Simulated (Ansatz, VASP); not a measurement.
Na4Bi: VASP beside Ansatz

```xyz
5
Lattice="-3.2868 3.2868 3.2868 3.2868 -3.2868 3.2868 3.2868 3.2868 -3.2868" Properties=species:S:1:pos:R:3 pbc="T T T"
Na    1.1491    1.1491    1.1491
Na   -2.1377    2.1377    2.1377
Na    2.1377    2.1377   -2.1377
Na    2.1377   -2.1377    2.1377
Bi    0.0000    0.0000    0.0000
```

Change from the starting cell: species swapped into the GeF4 type (I-43m, No. 217).

Alike in both runs: task relaxation of cell and atoms; functional PBE; k mesh 4 × 4 × 4; occupations gaussian, width 0.1 eV; no spin polarisation.

```csv
,VASP,Ansatz
version,VASP 6.6.1,Ansatz 0.2.0
potentials or method,"VASP PAW PBE potentials, release 64 (Na_pv, Bi_d)","scalar-relativistic, plane waves, PAW"
plane-wave cutoff (eV),600,420
valence electrons in the cell,43,51
```

Ansatz gave:

* gap on the k mesh at the Fermi level, each at its own relaxed structure (eV): none
* relaxed volume (Å³/atom): 40.44
* relaxed cell length with the largest relative difference (Å): 6.404
* energy change over the relaxation (meV/atom): -3131

Question: Which values does VASP return?

Answer: gap on the k mesh at the Fermi level, each at its own relaxed structure (eV): none; relaxed volume (Å³/atom): 40.50; relaxed cell length with the largest relative difference (Å): 6.407; energy change over the relaxation (meV/atom): -3176.

A gap of «none» marks a metal or a gap that the smearing closes. The two sets of potentials don't hold the same shells in valence.

Caveats: the volume moved by over 15 % at a fixed basis, so the end points are rough (VASP); spin-orbit coupling is left out, which moves the levels of the heavy elements.
